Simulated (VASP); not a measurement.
Output of a VASP run:

OSZICAR:
```
       N       E                     dE             d eps       ncg     rms          rms(c)
DAV:   1     0.404786310889E+03    0.40479E+03   -0.33872E+04  1404   0.152E+03
DAV:   2    -0.116839076769E+03   -0.52163E+03   -0.51148E+03  1810   0.347E+02
DAV:   3    -0.150659447662E+03   -0.33820E+02   -0.33696E+02  1656   0.980E+01
DAV:   4    -0.151141752655E+03   -0.48230E+00   -0.48136E+00  1664   0.126E+01
DAV:   5    -0.151152093945E+03   -0.10341E-01   -0.10336E-01  1649   0.177E+00    0.300E+01
DAV:   6    -0.127177801135E+03    0.23974E+02   -0.37115E+01  1621   0.273E+01    0.169E+01
DAV:   7    -0.116496030967E+03    0.10682E+02   -0.21058E+00  1664   0.104E+01    0.578E+00
DAV:   8    -0.126541127743E+03   -0.10045E+02   -0.47158E+00  1593   0.106E+01    0.364E+00
DAV:   9    -0.118927225984E+03    0.76139E+01   -0.21915E+00  1509   0.786E+00    0.832E-01
DAV:  10    -0.118920007804E+03    0.72182E-02   -0.59226E-01  1467   0.535E+00    0.955E-01
DAV:  11    -0.118822385755E+03    0.97622E-01   -0.17548E-02  1649   0.103E+00    0.729E-01
DAV:  12    -0.119136229451E+03   -0.31384E+00   -0.14708E-01  1481   0.256E+00    0.269E-01
DAV:  13    -0.119138454051E+03   -0.22246E-02   -0.33839E-02  1628   0.136E+00    0.186E-01
DAV:  14    -0.119150748792E+03   -0.12295E-01   -0.10533E-02  1530   0.846E-01    0.927E-02
DAV:  15    -0.119160938654E+03   -0.10190E-01   -0.47743E-03  1488   0.734E-01    0.373E-02
DAV:  16    -0.119162811469E+03   -0.18728E-02   -0.56862E-04  1565   0.231E-01    0.219E-02
DAV:  17    -0.119163414491E+03   -0.60302E-03   -0.91519E-05  1607   0.818E-02    0.193E-02
DAV:  18    -0.119163616160E+03   -0.20167E-03   -0.83436E-05  1579   0.755E-02    0.641E-03
DAV:  19    -0.119163614789E+03    0.13716E-05   -0.10467E-05  1628   0.309E-02    0.489E-03
DAV:  20    -0.119163623487E+03   -0.86978E-05   -0.61023E-06  1614   0.240E-02    0.211E-03
DAV:  21    -0.119163625829E+03   -0.23424E-05   -0.27246E-06  1649   0.146E-02    0.202E-03
DAV:  22    -0.119163626882E+03   -0.10530E-05   -0.16981E-07  1052   0.341E-03    0.197E-03
DAV:  23    -0.119163627818E+03   -0.93598E-06   -0.39606E-07  1340   0.430E-03    0.308E-04
DAV:  24    -0.119163628154E+03   -0.33573E-06   -0.12495E-07  1038   0.287E-03    0.227E-04
DAV:  25    -0.119163628138E+03    0.15389E-07   -0.10474E-08  1080   0.853E-04
   1 F= -.11916363E+03 E0= -.11916363E+03  d E =0.000000E+00
       N       E                     dE             ncg
       N       E                     dE             ncg
       N       E                     dE             ncg
```

File OUTCAR:
```
------------------------ aborting loop because EDIFF is reached ----------------------------------------
  FORCE on cell =-STRESS in cart. coord.  units (eV):
  Direction    XX          YY          ZZ          XY          YZ          ZX
  --------------------------------------------------------------------------------------
  Total        0.0137536      0.0137536     -0.0054250      0.0000000      0.0000000      0.0000000
  in kB        0.1287918      0.1287918     -0.0508014      0.0000000      0.0000000      0.0000000
  external PRESSURE =       0.0689274 kB  Pullay stress =       0.0000000 kB
  volume of cell :      171.10
      direct lattice vectors                 reciprocal lattice vectors
     4.977795266  0.000000000  0.000000000     0.200892151  0.000000000  0.000000000
     0.000000000  4.977795266  0.000000000     0.000000000  0.200892151  0.000000000
     0.000000000  0.000000000  6.905014715     0.000000000  0.000000000  0.144822284
 POSITION                                       TOTAL-FORCE (eV/Angst)
 -----------------------------------------------------------------------------------
      0.97975      0.97975      0.00000        -0.006559     -0.006559      0.000000
      1.50915      3.46865      5.17876         0.006559     -0.006559      0.000000
      3.99804      3.99804      3.45251         0.006559      0.006559      0.000000
      3.46865      1.50915      1.72625        -0.006559      0.006559      0.000000
      3.03844      3.67444      4.70944        -0.003673     -0.007014     -0.015822
      3.79225      0.54954      2.98319         0.007014     -0.003673     -0.015822
      1.93935      1.30335      1.25693         0.003673      0.007014     -0.015822
      1.18554      4.42825      6.43569        -0.007014      0.003673     -0.015822
      0.54954      3.79225      3.92183        -0.003673      0.007014      0.015822
      1.30335      1.93935      5.64808         0.007014      0.003673      0.015822
      4.42825      1.18554      0.46932         0.003673     -0.007014      0.015822
      3.67444      3.03844      2.19558        -0.007014     -0.003673      0.015822
 -----------------------------------------------------------------------------------
    total drift:                                0.000000     -0.000000      0.000000
  FREE ENERGIE OF THE ION-ELECTRON SYSTEM (eV)
  ---------------------------------------------------
  free  energy   TOTEN  =      -119.1636281382 eV

  energy  without entropy=     -119.1636281382  energy(sigma->0) =     -119.16362814

 total charge

# of ion       s       p       d       tot
------------------------------------------
    1        0.634   1.002   0.000   1.636
    2        0.634   1.002   0.000   1.636
    3        0.634   1.002   0.000   1.636
    4        0.634   1.002   0.000   1.636
    5        1.555   3.729   0.000   5.284
    6        1.555   3.729   0.000   5.284
    7        1.555   3.729   0.000   5.284
    8        1.555   3.729   0.000   5.284
    9        1.555   3.729   0.000   5.284
   10        1.555   3.729   0.000   5.284
   11        1.555   3.729   0.000   5.284
   12        1.555   3.729   0.000   5.284
--------------------------------------------------
tot         14.979  33.838   0.000  48.817

 Electric field gradients after diagonalization (V/A^2)
 (convention: |V_zz| > |V_xx| > |V_yy|)
----------------------------------------------------------------------
 ion       V_xx      V_yy      V_zz     asymmetry (V_yy - V_xx)/ V_zz
----------------------------------------------------------------------
   1       3.758     0.250    -4.008       0.875
   2       3.758     0.250    -4.008       0.875
   3       3.758     0.250    -4.008       0.875
   4       3.758     0.250    -4.008       0.875
   5     -50.686   -35.841    86.527       0.172
   6     -50.686   -35.841    86.527       0.172
   7     -50.686   -35.841    86.527       0.172
   8     -50.686   -35.841    86.527       0.172
   9     -50.686   -35.841    86.527       0.172
  10     -50.686   -35.841    86.527       0.172
  11     -50.686   -35.841    86.527       0.172
  12     -50.686   -35.841    86.527       0.172
```
(Selected blocks of OUTCAR.)

### POSCAR
```
SiO2
1
    4.9777952661     0.0000000000     0.0000000000
    0.0000000000     4.9777952661     0.0000000000
    0.0000000000     0.0000000000     6.9050147149
Si O
4 8
Direct
  0.1968241556   0.1968241556   0.0000000000
  0.3031758444   0.6968241556   0.7500000000
  0.8031758444   0.8031758444   0.5000000000
  0.6968241556   0.3031758444   0.2500000000
  0.6103988533   0.7381663188   0.6820316968
  0.7618336812   0.1103988533   0.4320316968
  0.3896011467   0.2618336812   0.1820316968
  0.2381663188   0.8896011467   0.9320316968
  0.1103988533   0.7618336812   0.5679683032
  0.2618336812   0.3896011467   0.8179683032
  0.8896011467   0.2381663188   0.0679683032
  0.7381663188   0.6103988533   0.3179683032
```

### Question
Write an INCAR and KPOINTS that could have produced this output.

### Answer
Several could match; the one computed here: the input of the run itself, r2SCAN meta-GGA, plane waves, VASP's PBE PAW potentials (set 64).

**INCAR**
```
! general
SYSTEM  = SiO2
PREC    = Accurate
ENCUT   = 520
LREAL   = .FALSE.   ! projection in real space or not
LASPH   = .TRUE.   ! aspherical one-centre terms

! electronic loop
EDIFF   = 1E-7   ! SCF stop (eV)
NELM    = 100
ALGO    = Normal
LMIXTAU = .TRUE.

! smearing
ISMEAR  = -5

! functional
METAGGA = R2SCAN

! ions
ISIF    = 2

! output
LWAVE   = .FALSE.
LCHARG  = .FALSE.
LORBIT  = 11
NEDOS   = 601

! other
LEFG    = .TRUE.
```

File KPOINTS:
```
Regular mesh
0
Gamma
 5 5 4
```

**KPOINTS_OPT**
```
k-points along high-symmetry lines
6
Line-mode
Reciprocal
  0.000000   0.000000   0.000000 ! GAMMA
  0.000000   0.500000   0.000000 ! X

  0.000000   0.500000   0.000000 ! X
  0.500000   0.500000   0.000000 ! M

  0.500000   0.500000   0.000000 ! M
  0.000000   0.000000   0.000000 ! GAMMA

  0.000000   0.000000   0.000000 ! GAMMA
  0.000000   0.000000   0.500000 ! Z

  0.000000   0.000000   0.500000 ! Z
  0.000000   0.500000   0.500000 ! R

  0.000000   0.500000   0.500000 ! R
  0.500000   0.500000   0.500000 ! A

  0.500000   0.500000   0.500000 ! A
  0.000000   0.000000   0.500000 ! Z

  0.000000   0.500000   0.000000 ! X
  0.000000   0.500000   0.500000 ! R

  0.500000   0.500000   0.000000 ! M
  0.500000   0.500000   0.500000 ! A
```

POTCAR, in this order: Si O (PBE.64 set). Program: vasp_std.

The structure comes from a computed database's SiO2 entry (P4_32_12); how it stands against other phases isn't given here. It was relaxed first.
